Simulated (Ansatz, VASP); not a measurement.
**Cross-check of Sb (Antimony) between VASP and Ansatz**

Aim: how closely do two programs agree when they are given the same cell, functional and k mesh? The cell is taken from a series of runs on this material, whose earlier steps may have relaxed, scaled, displaced or heated it; both programs get it as it stands.

Calculated with Ansatz 0.2.0; plane waves, with VASP 6.6.1 beside it; zone-centre phonons at LDA.

## Step 1: The starting structure

Symmetry: R-3m, No. 166, trigonal system. The conventional cell has a = 4.257 Å, b = 4.257 Å, c = 10.716 Å, α = 90.00°, β = 90.00°, γ = 120.00°. Sb has 6 Sb at 2.89 to 3.20 Å nearest.

## Step 2: VASP: zone-centre phonons, LDA

Second derivatives magnify differences that forces hide, and they need a tight electronic threshold.

Lines of VASP's logs that name or quote its potential files are left out, and so is its time.

Contents of INCAR:

```
SYSTEM = Sb
PREC = Accurate
ENCUT = 500
EDIFF = 1E-08
NELM = 120
ISMEAR = 1
SIGMA = 0.2
LREAL = .FALSE.
ALGO = Normal
GGA = CA
NBANDS = 11
LORBIT = 11
LWAVE = .FALSE.
LCHARG = .FALSE.
ISIF = 2
IBRION = 8
LASPH = .TRUE.
GGA_COMPAT = .FALSE.
KPAR = 2
```

Contents of POSCAR:

```
Sb
1.0
    2.1284209845      1.2288444284      3.5720522516
   -2.1284209845      1.2288444284      3.5720522516
    0.0000000000     -2.4576888568      3.5720522515
Sb
2
Direct
    0.2379117463      0.2379117463      0.2379117463
    0.7620882537      0.7620882537      0.7620882537
```

Contents of KPOINTS:

```
Automatic mesh
0
Gamma
12 12 12
0 0 0
```

The projector-augmented-wave data sets are Sb (LDA family, release 64).

Command:

```
mpirun -np 2 vasp_std
```

Numbers of over 12 decimals in the logs are rounded to 6 here.

Output:

```text
[banner, memory and clock lines left out]
running    2 mpi-ranks, on    1 nodes
 distrk:  each k-point on    1 cores,    2 groups
 distr:  one band on    1 cores,    1 groups

 POSCAR found type information on POSCAR Sb
 POSCAR found :  1 types and       2 ions
 LDA part: xc-table for (Slater(with rela. corr.)+CA(PZ))
 , standard interpolation
 POSCAR, INCAR and KPOINTS ok, starting setup
 FFT: planning ... GRIDC
 FFT: planning ... GRID_SOFT
 FFT: planning ... GRID
 WAVECAR not read
 entering main loop
       N       E                     dE             d eps       ncg     rms          rms(c)
DAV:   1     0.372628943688E+02    0.37263E+02   -0.35468E+03  4158   0.700E+02
DAV:   2    -0.762522668442E+01   -0.44888E+02   -0.43624E+02  5804   0.115E+02
DAV:   3    -0.961716019979E+01   -0.19919E+01   -0.19554E+01  5125   0.277E+01
DAV:   4    -0.963674863248E+01   -0.19588E-01   -0.19578E-01  4653   0.311E+00
DAV:   5    -0.963695752420E+01   -0.20889E-03   -0.20889E-03  4828   0.373E-01    0.340E+00
DAV:   6    -0.962076628319E+01    0.16191E-01   -0.33549E-03  4623   0.317E-01    0.203E+00
DAV:   7    -0.961173656577E+01    0.90297E-02   -0.71715E-03  4500   0.458E-01    0.539E-02
DAV:   8    -0.961174342525E+01   -0.68595E-05   -0.20161E-04  4680   0.102E-01    0.162E-02
DAV:   9    -0.961174656928E+01   -0.31440E-05   -0.12033E-05  4746   0.219E-02    0.653E-03
DAV:  10    -0.961174628126E+01    0.28802E-06   -0.13389E-06  4662   0.645E-03    0.105E-03
DAV:  11    -0.961174630379E+01   -0.22527E-07   -0.12467E-07  4692   0.213E-03    0.334E-04
DAV:  12    -0.961174630296E+01    0.82576E-09   -0.82264E-09  2754   0.503E-04
   1 F= -.96117463E+01 E0= -.96123159E+01  d E =0.170869E-02
 Linear response reoptimize wavefunctions to high precision
DAV:   1    -0.961174630315E+01   -0.18838E-09   -0.12094E-09  3449   0.241E-04
DAV:   2    -0.961174630318E+01   -0.26546E-10   -0.91752E-11  2415   0.779E-05
 Linear response DOF=           2
 Linear response progress:
  Degree of freedom:   1/  2
       N       E                     dE             d eps       ncg     rms          rms(c)
RMM:   1    -0.261443543003E-01   -0.26144E-01    0.19404E-02 38916   0.124E+00
RMM:   2    -0.256586112321E-01    0.48574E-03   -0.18096E-03 30114   0.259E-01    0.525E-02
RMM:   3    -0.256729856895E-01   -0.14374E-04   -0.50294E-05 31630   0.422E-02    0.310E-02
RMM:   4    -0.257486624812E-01   -0.75677E-04   -0.27163E-05 31675   0.215E-02    0.237E-03
RMM:   5    -0.257551965401E-01   -0.65341E-05   -0.20440E-06 32498   0.398E-03    0.109E-03
RMM:   6    -0.257566184134E-01   -0.14219E-05    0.18777E-07 31064   0.933E-04    0.314E-04
RMM:   7    -0.257556623531E-01    0.95606E-06    0.20551E-07 33078   0.232E-04    0.995E-05
RMM:   8    -0.257556927475E-01   -0.30394E-07    0.37352E-08 33611   0.499E-05    0.245E-05
RMM:   9    -0.257557048005E-01   -0.12053E-07   -0.15810E-08 33463   0.165E-05    0.194E-06
RMM:  10    -0.257557006971E-01    0.41034E-08   -0.69471E-09 33743   0.639E-06    0.669E-07
 first order change of Fermi-energy  -0.51348E-04
 force on displaced ion       1 direction 1 :  -1.659  -0.000   0.000
 Linear response progress:
  Degree of freedom:   2/  2
       N       E                     dE             d eps       ncg     rms          rms(c)
RMM:   1    -0.269320183816E-01   -0.26932E-01    0.13066E-02  8155   0.125E+00
RMM:   2    -0.256189035156E-01    0.13131E-02   -0.18002E-03  6525   0.269E-01    0.496E-02
RMM:   3    -0.255458360834E-01    0.73067E-04   -0.43197E-05  6885   0.450E-02    0.297E-02
RMM:   4    -0.255071873571E-01    0.38649E-04   -0.24387E-05  6721   0.245E-02    0.665E-03
RMM:   5    -0.255189997255E-01   -0.11812E-04   -0.79143E-07  6949   0.507E-03    0.222E-03
RMM:   6    -0.255208996246E-01   -0.18999E-05   -0.42780E-08  6995   0.101E-03    0.770E-04
RMM:   7    -0.255199538900E-01    0.94573E-06    0.12515E-08  7064   0.308E-04    0.162E-04
RMM:   8    -0.255199794399E-01   -0.25550E-07    0.38899E-09  7171   0.461E-05    0.255E-05
RMM:   9    -0.255199938460E-01   -0.14406E-07    0.80916E-10  7212   0.205E-05    0.145E-05
RMM:  10    -0.255199886570E-01    0.51890E-08    0.13137E-09  7223   0.874E-06    0.173E-06
 first order change of Fermi-energy  -0.86351E+00
 force on displaced ion       1 direction 3 :   0.000  -0.000  -4.359
 Linear response finished
```

Parts of OUTCAR (step 2):

```text
ion  position               nearest neighbor table
   1  0.238  0.238  0.238-   2 2.89   2 2.89   2 2.89   2 3.20   2 3.20   2 3.20
   2  0.762  0.762  0.762-   1 2.89   1 2.89   1 2.89   1 3.20   1 3.20   1 3.20

  LATTYP: Found a trigonal (rhomboedric) cell.
 ALAT       =     4.3358726693
 COS(alpha) =     0.5180610578

 Subroutine GETGRP returns: Found 12 space group operations
 (whereof 12 operations were pure point group operations)

The static configuration has the point symmetry D_3d.

 Found    189 irreducible k-points:

   k-points           NKPTS =    189   k-points in BZ     NKDIM =    189   number of bands    NBANDS=     11

   dimension x,y,z NGX =    32 NGY =   32 NGZ =   32
   dimension x,y,z NGXF=    64 NGYF=   64 NGZF=   64

   ENCUT  =  500.0 eV  36.75 Ry    6.06 a.u.   7.91  7.91  7.91*2*pi/ulx,y,z

   NELECT =      10.0000    total number of electrons

 k-points in reciprocal lattice and weights: Automatic mesh
   0.00000000  0.00000000  0.00000000       0.001
   0.08333333 -0.00000000  0.00000000       0.003
   0.16666667 -0.00000000  0.00000000       0.003
   0.25000000 -0.00000000  0.00000000       0.003
   0.33333333 -0.00000000  0.00000000       0.003
   0.41666667 -0.00000000  0.00000000       0.003
   0.50000000 -0.00000000  0.00000000       0.002
   0.08333333  0.08333333  0.00000000       0.003
   0.16666667  0.08333333  0.00000000       0.007
[...]
-0.41666667  0.50000000  0.41666667       0.003
   0.50000000  0.50000000  0.50000000       0.001

 average (electrostatic) potential at core
       1 -85.8646       2 -85.8646

  Total        0.8561634      0.8561634      0.8264873      0.0000000      0.0000000      0.0000000
  in kB       24.4705523     24.4705523     23.6223592      0.0000000      0.0000000      0.0000000
  external PRESSURE =      24.1878213 kB  Pullay stress =       0.0000000 kB

  energy-cutoff  :      500.00
  volume of cell :       56.06
      direct lattice vectors                 reciprocal lattice vectors
     2.128420984  1.228844428  3.572052252     0.234915932  0.135628777  0.093317037
    -2.128420984  1.228844428  3.572052252    -0.234915932  0.135628777  0.093317037
     0.000000000 -2.457688857  3.572052252     0.000000000 -0.271257554  0.093317037

 POSITION                                       TOTAL-FORCE (eV/Angst)
 -----------------------------------------------------------------------------------
      0.00000      0.00000      2.54950         0.000000      0.000000      0.064798
      0.00000      0.00000      8.16666         0.000000     -0.000000     -0.064798
 -----------------------------------------------------------------------------------
    total drift:                               -0.000000     -0.000000     -0.000000

 Eigenvectors and eigenvalues of the dynamical matrix
 ----------------------------------------------------

   1 f  =    4.183350 THz    26.284762 2PiTHz  139.541532 cm-1    17.300937 meV
             X         Y         Z           dx          dy          dz
      0.000000  0.000000  2.549500     0.000000    0.000000    0.707107
      0.000000  0.000000  8.166657     0.000000   -0.000000   -0.707107

   2 f  =    2.580486 THz    16.213670 2PiTHz   86.075736 cm-1    10.672026 meV
             X         Y         Z           dx          dy          dz
      0.000000  0.000000  2.549500     0.000000    0.707107   -0.000000
      0.000000  0.000000  8.166657     0.000000   -0.707107    0.000000

   3 f  =    2.580486 THz    16.213670 2PiTHz   86.075736 cm-1    10.672026 meV
             X         Y         Z           dx          dy          dz
      0.000000  0.000000  2.549500    -0.707107   -0.000000   -0.000000
      0.000000  0.000000  8.166657     0.707107    0.000000   -0.000000

   4 f  =    0.000000 THz     0.000000 2PiTHz    0.000002 cm-1     0.000000 meV
             X         Y         Z           dx          dy          dz
      0.000000  0.000000  2.549500    -0.000000   -0.680256    0.193009
      0.000000  0.000000  8.166657    -0.000000   -0.680256    0.193009

   5 f/i=    0.000000 THz     0.000000 2PiTHz    0.000000 cm-1     0.000000 meV
             X         Y         Z           dx          dy          dz
      0.000000  0.000000  2.549500     0.000000    0.193009    0.680256
      0.000000  0.000000  8.166657     0.000000    0.193009    0.680256

   6 f/i=    0.000000 THz     0.000000 2PiTHz    0.000001 cm-1     0.000000 meV
             X         Y         Z           dx          dy          dz
      0.000000  0.000000  2.549500     0.707107   -0.000000    0.000000
      0.000000  0.000000  8.166657     0.707107   -0.000000    0.000000

 ELASTIC MODULI CONTR FROM IONIC RELAXATION (kBar)
 Direction    XX          YY          ZZ          XY          YZ          ZX
 --------------------------------------------------------------------------------
 XX        -111.7963    -95.0009   -143.9393      0.0000     33.0589     -0.0000
 YY         -95.0009   -111.7963   -143.9393     -0.0000    -33.0589      0.0000
 ZZ        -143.9393   -143.9393   -200.3753      0.0000     -0.0000     -0.0000
 XY           0.0000     -0.0000      0.0000     -8.3977     -0.0000     30.4972
 YZ          33.0589    -33.0589     -0.0000     -0.0000   -130.1414      0.0000
 ZX          -0.0000      0.0000     -0.0000     30.4972      0.0000   -110.7542
 --------------------------------------------------------------------------------
```

## Step 3: Ansatz: zone-centre phonons, LDA

Ansatz runs on its PAW soft_1 files.

The same cell, functional (in two slightly different forms), mesh and smearing now go to Ansatz, which takes its cutoff from its data sets.

Contents of input.yaml:

```yaml
crystal:
  lattice:
    - [2.1284209845, 1.2288444284, 3.5720522516]
    - [-2.1284209845, 1.2288444284, 3.5720522516]
    - [0.0, -2.4576888568, 3.5720522515]
  atoms:
    - { symbol: Sb, position: [0.2379117463, 0.2379117463, 0.2379117463] }
    - { symbol: Sb, position: [0.7620882537, 0.7620882537, 0.7620882537] }
kpoints:
  mp_grid: { grid: [12, 12, 12] }
hamiltonian:
  xc: lda
  pseudopotentials: { kind: paw, azcp: { folder: soft_1 }, xc_functional: pbe }
scf:
  occupations: { method: methfessel_paxton, width: 0.2 }
output:
  eigenvalues: true
phonons:
  method: dfpt
```

Command:

```
ansatz run input.yaml --threads 4 --pin off --max-ram 10240MiB --backend cpu --events-out ev --progress --plain --runs-dir out
```

Output:

```text
Engine: ansatz 0.2.0, x86_64-unknown-linux-gnu
Pseudopotentials: kind: paw
Pseudopotential: Sb, paw, valence charge 15, recommended cutoff 420 eV (normal), soft_1/Sb.paw.azcp
Functional definition: SPW92
  exchange = slater_x
  correlation = pw_c
Crystal: 2 atoms, lattice volume = 56.056 Å³
Basis set: ecut = 420 eV, 1079 PW (Γ), exchange–correlation on 60×60×60 points (8 copies of the dense FFT grid, shifted against one another)
Bands: 19, of which v1, the nominal top of the filled ones, is band 15 counted from 1 (14 counted from 0)
Symmetry: 12 space group operations
k-points: 476 of 1728 (irreducible under 2 space group operations, time reversal used)
Non-local potential: Sb, projectors of the file, l = 0: 2, l = 1: 2, l = 2: 2, l = 3: 1
PAW form: soft (Blöchl's): semilocal exchange-correlation on the pseudo side does not see the compensation charge
PAW frozen core: Sb, regenerated for the run's functional, and the local potential with it (the file was generated under x = pbe(κ = 0.804, μ = 0.219515), c = pbe(β = 0.066725))
PAW one-centre angular grid: Sb, 590 points (default); XC on 64 Gauss nodes
Initial density: superposition of atomic densities (chi_scale 0.1, normalization cell)
Initial wavefunctions: pseudopotential atomic-orbital guess
Functional: x = slater, c = lda
SCF iter   1: F=—  HF=-12671.779088 eV  |F-HF|=—  |Δ(HF+E_count)|=         —  Δρ=1.52e-2  dr2=1.05e-1  ethr=3.10e-3  ⟨swp⟩=5.9  Hψ=48129  notcnv=0
preconditioner: auto → Kerker (q_TF=auto, 2.458 Å⁻¹)  [metal: Δε(μ)=0.062 eV  Ē_g=9.030 eV  σ=0.200 eV  W_gap=0.26  n_scr=14 (ndim 8)  ℏωp=15.7 eV  f_vac=0.000  D(μ)=0.27/eV (n_scr^D=0)]
SCF iter   2: F=—  HF=-12671.762326 eV  |F-HF|=—  |Δ(HF+E_count)|=   1.68e-2  S|Δr|=    0.00e0  Δρ=9.65e-3  dr2=4.60e-2  ethr=3.51e-4  ⟨swp⟩=1.1  Hψ=12928  notcnv=0
SCF iter   3: F=—  HF=-12671.753540 eV  |F-HF|=—  |Δ(HF+E_count)|=   8.79e-3  S|Δr|=    0.00e0  Δρ=1.53e-3  dr2=2.11e-3  ethr=1.53e-4  ⟨swp⟩=1.2  Hψ=9890  notcnv=0
SCF iter   4: F=—  HF=-12671.753352 eV  |F-HF|=—  |Δ(HF+E_count)|=   1.88e-4  S|Δr|=    0.00e0  Δρ=5.45e-4  dr2=2.23e-4  ethr=7.04e-6  ⟨swp⟩=2.0  Hψ=11335  notcnv=0
SCF iter   5: F=—  HF=-12671.753362 eV  |F-HF|=—  |Δ(HF+E_count)|=   9.55e-6  S|Δr|=    0.00e0  Δρ=1.18e-4  dr2=6.26e-6  ethr=7.45e-7  ⟨swp⟩=2.2  Hψ=11267  notcnv=0
SCF iter   6: F=—  HF=-12671.753357 eV  |F-HF|=—  |Δ(HF+E_count)|=   4.62e-6  S|Δr|=    0.00e0  Δρ=3.02e-5  dr2=2.71e-7  ethr=2.09e-8  ⟨swp⟩=2.0  Hψ=16223  notcnv=0
SCF iter   7: F=—  HF=-12671.753357 eV  |F-HF|=—  |Δ(HF+E_count)|=   3.50e-7  S|Δr|=    0.00e0  Δρ=8.31e-6  dr2=2.24e-8  ethr=9.02e-10  ⟨swp⟩=2.0  Hψ=16284  notcnv=0
SCF iter   8: F=—  HF=-12671.753357 eV  |F-HF|=—  |Δ(HF+E_count)|=  7.40e-10  S|Δr|=    0.00e0  Δρ=1.32e-6  dr2=1.56e-9  ethr=7.46e-11  ⟨swp⟩=2.0  Hψ=15111  notcnv=0
SCF iter   9: F=—  HF=-12671.753357 eV  |F-HF|=—  |Δ(HF+E_count)|=  1.35e-10  S|Δr|=    0.00e0  Δρ=4.03e-7  dr2=1.55e-10  ethr=5.18e-12  ⟨swp⟩=2.0  Hψ=10561  notcnv=0
SCF iter  10: F=—  HF=-12671.753357 eV  |F-HF|=—  |Δ(HF+E_count)|=  2.55e-11  S|Δr|=    0.00e0  Δρ=1.52e-7  dr2=1.00e-11  ethr=1.00e-12  ⟨swp⟩=3.0  Hψ=16413  notcnv=0
SCF iter  11: F=-12671.753357 eV  HF=-12671.753357 eV  |F-HF|=0.00e0  |Δ(HF+E_count)|=  1.82e-12  S|Δr|=    0.00e0  Δρ=4.55e-8  dr2=1.38e-12  ethr=1.00e-12  ⟨swp⟩=5.1  Hψ=35580  notcnv=0
SCF 1 converged in 11 iterations: F = -12671.753357 eV  dr2 = 1.38e-12
  greatest PAW one-centre occupation: 0.997 electrons in one spin orbital (limit 2), on the Sb atom at site 1 (counted from 0), in its partial waves of l = 2
DFPT response loops at Γ: preconditioner auto → Kerker (q_TF=auto, 2.458 Å⁻¹) (partly filled bands, converged f_vac=0.000); β = 1.00, the filter's whole step (`scf.mixing.beta` (0.50) is not read by the response loops under this deck's `scf.mixing.preconditioner`; to damp them name `kerker` or `kerker_dos`, under which they read `scf.mixing.beta`, and type it under 1.00, their step now; both keys bind the ground state too); Broyden in place of MSR1
SCF converged after 11 iterations
Stability not checked: this state was not tested for a lower state beside it, because cold or Methfessel-Paxton smearing, or corrected tetrahedra, fill the levels in a way that the test cannot read (fill_not_monotonic; see scf.lower_state_search)
Free energy (F): -12671.753357 eV
Harris-Foulkes:  -12671.753357 eV  (|F-HF|=0.00e0)
Internal energy: -12671.755119 eV  (E = F + TS)
E sigma→0 (E₀):  -12671.753797 eV
Entropy (-TS):   0.001763 eV (0.881 meV/atom)
Fermi energy:    11.045920 eV
--- Per-component energies (eV) ---
  E_band       = -307.820454
  E_kinetic    = 329.993664
  E_local      = -3046.094989  (includes V_loc(G=0)·N_el)
  E_nonlocal   = 787.921739
  E_hartree    = 1261.691087
  E_xc         = -198.607766
  E_vxc        = -184.408472  (∫ρ·V_xc dr)
  E_paw        = -8789.910941  (= ΣΔE_a)
  E_vpaw       = -718.614821  (= ΣTr[D̂ρ^β])
  E_aug_tail   = 0.000246  (compensation charges beyond the density's cutoff)
  E_ewald      = -3017.865782
  E_core_change = 1.117622  (= ΣΔE_core)
  E_smearing   = 0.001763  (= −TS)
  E_closure    = -0.000000  (closes the sum)
  Σ components = -12671.753357   (vs F -12671.753357, Δ=0.00e0)
--- Band table (eV; the first three rows and the last of 476) ---
  k-point 0: bands = [... 11 lower, 6.5853, 9.0866, 9.1685, 9.1685, 13.6936, 14.0953, 14.0953, 16.0428]
  k-point 1: bands = [... 11 lower, 6.1233, 9.1045, 9.1664, 9.4366, 13.5474, 13.8265, 13.8574, 15.7620]
  k-point 2: bands = [... 11 lower, 5.1313, 9.1352, 9.1697, 9.8929, 13.0696, 13.1835, 13.2918, 15.6549]
  k-point 475: bands = [... 11 lower, 1.5270, 9.8280, 9.8280, 10.7153, 10.8673, 10.8673, 11.9473, 18.8169]
--- Phonons (Γ-DFPT): 2 representative perturbations + reference, on 476 of 1728 k-points (Σ response iterations 6) ---
  k mesh reduced under 2 symmetry operations, with k and −k counted as one. Each operation leaves every solved perturbation unchanged. A smaller set is not used because it would not reduce the number of displacements times k-points to solve
  ASR residual: 3.317e-5 → 0.000e0 eV/Å²; symmetrization residual: 1.905e-5 eV/Å²
  ASR residual per site (eV/Å²): 3.32e-5 3.32e-5
  Γ frequencies (cm⁻¹): 0.00 0.00 0.00 79.96 79.96 135.99
  non-analytic LO–TO correction: not included (Born effective charges unavailable; polar crystals: no LO–TO splitting at Γ)
```

## Step 4: Comparison

Known differences besides the potentials themselves: the two LDA forms differ slightly; the data sets hold 30 valence electrons in Ansatz (on its PAW soft_1 files) and 10 in VASP; the cutoff is 420 eV in Ansatz and 500 eV in VASP; VASP's log shows a relativistic correction to its local exchange, Ansatz's none. Total energies have different zeros and are not compared.

Both answers:

```csv
quantity,Ansatz,VASP,difference
optical mode 1 to 2 (cm⁻¹),80.0,86.1,-7.11 %
optical mode 3 (cm⁻¹),136.0,139.5,-2.55 %
```

Modes are paired by rising frequency, not by their patterns, so a pair may set unlike modes beside each other; they are those without the splitting of longitudinal modes.

## Step 5: Results

```
r.m.s. difference of the optical zone-centre modes, each program's sorted by frequency (zone-centre phonons, LDA) : 5.4 cm⁻¹
difference in optical mode 1 to 2 (zone-centre phonons, LDA)                                                      : -7.1 %
```

The r.m.s. difference of the optical zone-centre modes, each program's sorted by frequency is 5.4 cm⁻¹ (zone-centre phonons, LDA). The data sets hold unlike numbers of valence electrons (30 in Ansatz and 10 in VASP), so part of the differences comes from the potentials. Among the rows given in per cent, the largest difference of the zone-centre phonons, LDA pair is in optical mode 1 to 2, -7.1 %. How closely two codes agree says nothing of how well the functional describes the real material.

[Lines on the potential files, build, host, timing and source positions are cut from VASP's logs without a mark.]

[Logs are printed without paths, hosts, clocks, repeated set-up lines and the standing remarks that a program may print on its own settings, such as how far it seeks lower states.]

[Hosts, paths, dates, database ids (printed as entryN), source tags and the programs' standing remarks are cut or masked in the printed files.]
